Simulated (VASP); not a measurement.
# Lattice of Mg (Magnesium), functional by functional, part 2 of 2

Aim: relax Mg (Magnesium) at several levels of theory and compare the cells. The starting structure is a measured crystal structure from the Crystallography Open Database. The first relaxation on each setting starts from this cell expanded by 3 % in volume.

VASP 6.6.1.

Results so far: PBEsol 22.50 Å³ an atom; LDA 21.44 Å³ an atom; PBE 22.88 Å³ an atom; PBEsol + D3(BJ) 21.34 Å³ an atom; r2SCAN 22.42 Å³ an atom.

### Step 7. Relaxation with r2SCAN + rVV10

Level of this step: r2SCAN with rVV10; plane waves and PAW (Mg) (VASP).

rVV10 adds a nonlocal correlation energy for dispersion. This run starts from the cell of an earlier relaxation, which isn't shown; the restart sets up the plane waves anew.

The input, INCAR:

```
SYSTEM = Mg
PREC = Accurate
ENCUT = 450
EDIFF = 1E-06
NELM = 100
ISMEAR = 1
SIGMA = 0.15
LREAL = .FALSE.
ALGO = Normal
METAGGA = R2SCAN
LUSE_VDW = .TRUE.
IVDW_NL = 2
BPARAM = 11.95
CPARAM = 0.0093
LASPH = .TRUE.
NBANDS = 8
LORBIT = 11
LWAVE = .FALSE.
LCHARG = .FALSE.
KPAR = 4
IBRION = 2
NSW = 50
ISIF = 3
EDIFFG = -0.004
```

The input, POSCAR:

```
Mg
1.0
    3.1729939624      0.0000000000      0.0000000000
   -1.5864969812      2.7478933775      0.0000000000
    0.0000000000      0.0000000000      5.1208646979
Mg
2
Direct
    0.6666666667      0.3333333333      0.7500000000
    0.3333333333      0.6666666667      0.2500000000
```

The input, KPOINTS:

```
Automatic mesh
0
Gamma
16 16 10
0 0 0
```

Potentials, in the order of the species: Mg (PBE family, release 64).

Run with:

```sh
mpirun -np 4 vasp_std
```

Output:

```text
[banner, memory and clock lines left out]
running    4 mpi-ranks, on    1 nodes
[...]
|                                                                             |
|               ----> ADVICE to this user running VASP <----                  |
|                                                                             |
|     You have switched on vdW-DFT.                                           |
|     This routine was written and supplied by Jiri Klimes. We recommend      |
|     that you carefully read and cite the following publications:            |
|       J. Klimes, D.R. Bowler, A. Michelides                                 |
|          J. Phys.: Cond Matt. 22 022201 (2010)                              |
|       J. Klimes, D.R. Bowler, A. Michelides                                 |
|          Phys. Rev. B. 83, 195131 (2011)                                    |
|     and references therein.                                                 |
|                                                                             |

[...]
DAV:   8    -0.804963089660E+01   -0.22333E-03   -0.25433E-04  4048   0.146E-01    0.206E-02
Total rVV10 correction in eV:      0.2389587    10.5513600
Total rVV10 correction in eV:      0.2389587    10.5513600
Total rVV10 correction in eV:      0.2389587    10.5513600
Total rVV10 correction in eV:      0.2389587    10.5513600
DAV:   9    -0.804962075578E+01    0.10141E-04   -0.12823E-05  3440   0.205E-02    0.163E-03
Total rVV10 correction in eV:      0.2389513    10.5513600
Total rVV10 correction in eV:      0.2389513    10.5513600
Total rVV10 correction in eV:      0.2389513    10.5513600
Total rVV10 correction in eV:      0.2389513    10.5513600
DAV:  10    -0.804962146720E+01   -0.71142E-06   -0.17429E-07  2640   0.272E-03
Total rVV10 correction in eV:      0.2389482    10.5513600
Total rVV10 correction in eV:      0.2389482    10.5513600
Total rVV10 correction in eV:      0.2389482    10.5513600
Total rVV10 correction in eV:      0.2389482    10.5513600
Total rVV10 correction in eV:      0.2389482    10.5513600
Total rVV10 correction in eV:      0.2389482    10.5513600
Total rVV10 correction in eV:      0.2389482    10.5513600
Total rVV10 correction in eV:      0.2389482    10.5513600
   1 F= -.80496215E+01 E0= -.80495547E+01  d E =-.804962E+01
[...]
reached required accuracy - stopping structural energy minimisation
```

Wall time 86 s (4 MPI ranks of AMD EPYC 7R43, shared host); peak memory 0.98 GiB; 5.6 min of CPU time.

Parts of OUTCAR (step 7):

```text
  Total        0.0060918      0.0060918      0.0061937      0.0000000      0.0000000      0.0000000
  in kB        0.2185970      0.2185970      0.2222541      0.0000000      0.0000000      0.0000000
  external PRESSURE =       0.2198160 kB  Pullay stress =       0.0000000 kB

 POSITION                                       TOTAL-FORCE (eV/Angst)
 -----------------------------------------------------------------------------------
      1.58650      0.91596      3.84065        -0.000000      0.000000      0.000000
     -0.00000      1.83193      1.28022         0.000000      0.000000      0.000000
 -----------------------------------------------------------------------------------
    total drift:                                0.000000     -0.000000      0.000000

  FREE ENERGIE OF THE ION-ELECTRON SYSTEM (eV)
  ---------------------------------------------------
  free  energy   TOTEN  =        -8.0496214672 eV

  energy  without entropy=       -8.0494211182  energy(sigma->0) =       -8.04955468

[... 2 parts as in an earlier step ...]

[... 2 further parts left out ...]
[key lines of the parts left out:]
E-fermi :   2.8010
```

With r2SCAN + rVV10 the relaxed cell holds 22.325 Å³ an atom, -3.93 % against the measured cell, with a = 3.173 Å and c = 5.121 Å. That is -0.78 % from PBEsol.

### Step 8. Relaxation with rev-vdW-DF2

rev-vdW-DF2 revises the exchange of vdW-DF2 for solids. This run starts from the cell of an earlier relaxation, which isn't shown; the restart sets up the plane waves anew.

Edit INCAR of step 7 so:

```diff
@@ -9,7 +9,8 @@
 ALGO = Normal
-METAGGA = R2SCAN
+GGA = MK
+AGGAC = 0
 LUSE_VDW = .TRUE.
-IVDW_NL = 2
-BPARAM = 11.95
-CPARAM = 0.0093
+PARAM1 = 0.1234
+PARAM2 = 0.711357
+ZAB_VDW = -1.8867
 LASPH = .TRUE.
```

The input, POSCAR:

```
Mg
1.0
    3.1841544609      0.0000000000      0.0000000000
   -1.5920772304      2.7575586527      0.0000000000
    0.0000000000      0.0000000000      5.1525938637
Mg
2
Direct
    0.6666666667      0.3333333333      0.7500000000
    0.3333333333      0.6666666667      0.2500000000
```

KPOINTS is that of step 7.

Run with:

```sh
mpirun -np 4 vasp_std
```

Output:

```text
[banner, memory and clock lines left out]
running    4 mpi-ranks, on    1 nodes
[...]
[... a notice as in an earlier step ...]

 [... a notice as in an earlier step ...]

 LDA part: xc-table for (Slater+PW92), standard interpolation
 POSCAR, INCAR and KPOINTS ok, starting setup
[...]
entering main loop
       N       E                     dE             d eps       ncg     rms          rms(c)
DAV:   1     0.162442932492E+01    0.16244E+01   -0.12370E+03  2880   0.319E+02
DAV:   2    -0.477763606726E+00   -0.21022E+01   -0.20116E+01  3952   0.199E+01
DAV:   3    -0.488879166108E+00   -0.11116E-01   -0.11109E-01  3816   0.195E+00
DAV:   4    -0.488907802653E+00   -0.28637E-04   -0.28637E-04  4128   0.855E-02
[...]
DAV:   8    -0.496719697156E+00   -0.11895E-04   -0.27977E-05  4008   0.358E-02    0.837E-03
DAV:   9    -0.496721855545E+00   -0.21584E-05   -0.25254E-06  3560   0.128E-02    0.123E-03
DAV:  10    -0.496721944436E+00   -0.88891E-07   -0.85539E-08  2184   0.214E-03
   1 F= -.49672194E+00 E0= -.49647407E+00  d E =-.496722E+00
[...]
reached required accuracy - stopping structural energy minimisation
```

The job ended after 34 s (4 MPI ranks; peak memory 1.2 GiB; 2.2 min of CPU time).

OUTCAR, selected parts (step 8):

```text
  Total        0.0076235      0.0076235      0.0073806      0.0000000      0.0000000      0.0000000
  in kB        0.2699722      0.2699722      0.2613725      0.0000000      0.0000000      0.0000000
  external PRESSURE =       0.2671057 kB  Pullay stress =       0.0000000 kB

 POSITION                                       TOTAL-FORCE (eV/Angst)
 -----------------------------------------------------------------------------------
      1.59208      0.91919      3.86445        -0.000000      0.000000      0.000000
     -0.00000      1.83837      1.28815         0.000000     -0.000000      0.000000
 -----------------------------------------------------------------------------------
    total drift:                               -0.000000      0.000000     -0.000000

  FREE ENERGIE OF THE ION-ELECTRON SYSTEM (eV)
  ---------------------------------------------------
  free  energy   TOTEN  =        -0.4967219444 eV

  energy  without entropy=       -0.4959783234  energy(sigma->0) =       -0.49647407

[... 2 parts as in an earlier step ...]

[... 2 further parts left out ...]
[key lines of the parts left out:]
E-fermi :   2.6959
```

With rev-vdW-DF2 the relaxed cell holds 22.621 Å³ an atom, -2.65 % against the measured cell, with a = 3.184 Å and c = 5.153 Å. That is +0.53 % from PBEsol.

### Step 9. Relaxation with SCAN

SCAN adds the kinetic-energy density; it is numerically more delicate than r2SCAN. This run starts from the cell of an earlier relaxation, which isn't shown; the restart sets up the plane waves anew.

Edit INCAR of step 8 so:

```diff
@@ -9,8 +9,3 @@
 ALGO = Normal
-GGA = MK
-AGGAC = 0
-LUSE_VDW = .TRUE.
-PARAM1 = 0.1234
-PARAM2 = 0.711357
-ZAB_VDW = -1.8867
+METAGGA = SCAN
 LASPH = .TRUE.
```

The input, POSCAR:

```
Mg
1.0
    3.1747259689      0.0000000000      0.0000000000
   -1.5873629845      2.7493933391      0.0000000000
    0.0000000000      0.0000000000      5.1516126344
Mg
2
Direct
    0.6666666667      0.3333333333      0.7500000000
    0.3333333333      0.6666666667      0.2500000000
```

KPOINTS is that of step 8.

Run with:

```sh
mpirun -np 4 vasp_std
```

Output:

```text
[... set-up lines as in an earlier step ...]
 entering main loop
       N       E                     dE             d eps       ncg     rms          rms(c)
DAV:   1    -0.790717505733E+01   -0.79072E+01   -0.12792E+03  2888   0.332E+02
DAV:   2    -0.999372386789E+01   -0.20865E+01   -0.20365E+01  4016   0.204E+01
DAV:   3    -0.100049200026E+02   -0.11196E-01   -0.11192E-01  3824   0.205E+00
DAV:   4    -0.100049575061E+02   -0.37503E-04   -0.37503E-04  4240   0.983E-02
[...]
DAV:  16    -0.992507631085E+01    0.24318E-06   -0.29362E-05  3016   0.249E-02    0.114E-03
DAV:  17    -0.992507537252E+01    0.93832E-06   -0.13413E-05  3008   0.168E-02    0.156E-04
DAV:  18    -0.992507537293E+01   -0.40177E-09   -0.46572E-06  3080   0.999E-03
   1 F= -.99250754E+01 E0= -.99250792E+01  d E =-.992508E+01
[...]
reached required accuracy - stopping structural energy minimisation
```

It took 2.4 min on 4 MPI ranks; peak memory 0.61 GiB; 9.3 min of CPU time.

Parts of OUTCAR (step 9):

```text
  Total       -0.0015891     -0.0015891     -0.0064103      0.0000000     -0.0000000      0.0000000
  in kB       -0.0566209     -0.0566209     -0.2284021      0.0000000     -0.0000000      0.0000000
  external PRESSURE =      -0.1138813 kB  Pullay stress =       0.0000000 kB

 POSITION                                       TOTAL-FORCE (eV/Angst)
 -----------------------------------------------------------------------------------
      1.58736      0.91646      3.86371        -0.000000      0.000000      0.000000
     -0.00000      1.83293      1.28790         0.000000     -0.000000      0.000000
 -----------------------------------------------------------------------------------
    total drift:                               -0.000000      0.000000     -0.000000

  FREE ENERGIE OF THE ION-ELECTRON SYSTEM (eV)
  ---------------------------------------------------
  free  energy   TOTEN  =        -9.9250753729 eV

  energy  without entropy=       -9.9250870031  energy(sigma->0) =       -9.92507925

[... 2 parts as in an earlier step ...]

[... 2 further parts left out ...]
[key lines of the parts left out:]
E-fermi :   2.7501
```

With SCAN the relaxed cell holds 22.483 Å³ an atom, -3.25 % against the measured cell, with a = 3.175 Å and c = 5.152 Å. That is -0.08 % from PBEsol.

### Step 10. The runs compared

```
          level  volume (Å³/atom)  against the measured cell (%)   a (Å)   c (Å)  pressure left (GPa)  core minutes
         PBEsol            22.501                          -3.17  3.1785  5.1435                -0.01          4.11
            LDA            21.441                          -7.73  3.1282    5.06                 0.01          2.79
            PBE            22.884                          -1.52  3.1964  5.1726                -0.01          3.96
PBEsol + D3(BJ)            21.337                          -8.18  3.1234  5.0512                 0.01          4.04
         r2SCAN            22.421                          -3.51  3.1776   5.128                 0.02          20.2
 r2SCAN + rVV10            22.325                          -3.93   3.173  5.1209                 0.02          26.3
    rev-vdW-DF2            22.621                          -2.65  3.1842  5.1526                 0.03          9.73
           SCAN            22.483                          -3.25  3.1747  5.1516                -0.01          35.1
```

Core minutes are wall time times ranks, summed over the relaxations behind a row (those for a bulk modulus apart), on shared hosts.

### Step 11. Results

- volume, PBEsol: 22.50 Å³/atom
- volume, LDA: 21.44 Å³/atom
- volume, PBE: 22.88 Å³/atom
- volume, PBEsol + D3(BJ): 21.34 Å³/atom
- volume, r2SCAN: 22.42 Å³/atom
- volume, r2SCAN + rVV10: 22.32 Å³/atom
- volume, rev-vdW-DF2: 22.62 Å³/atom
- volume, SCAN: 22.48 Å³/atom

**Reading.** Across 8 levels the volume of Mg (Magnesium) spans 7.2 %, from 21.34 Å³ an atom (PBEsol + D3(BJ)) to 22.88 Å³ (PBE). Against the measured volume of the starting structure, PBE comes nearest (-1.5 %) and PBEsol + D3(BJ) lies farthest (-8.2 %). The measured cell holds zero-point expansion and, unless it was taken cold, thermal expansion, which the runs lack, so small differences decide nothing. Adding D3(BJ) to PBEsol changes the volume by -5.2 %. Adding rVV10 to r2SCAN changes the volume by -0.4 %. LASPH is on in some of these runs and off in others, which adds a little to the differences. All runs keep the symmetry of the start, so they can't find a distortion of lower symmetry. Further runs on this material are not shown.

[Lines on the potential files, build, host, timing and source positions are cut from VASP's logs without a mark.]

[Logs are printed without paths, hosts, clocks, repeated set-up lines and the standing remarks that a program may print on its own settings, such as how far it seeks lower states.]

[Hosts, paths, dates, database ids (printed as entryN), source tags and the programs' standing remarks are cut or masked in the printed files.]
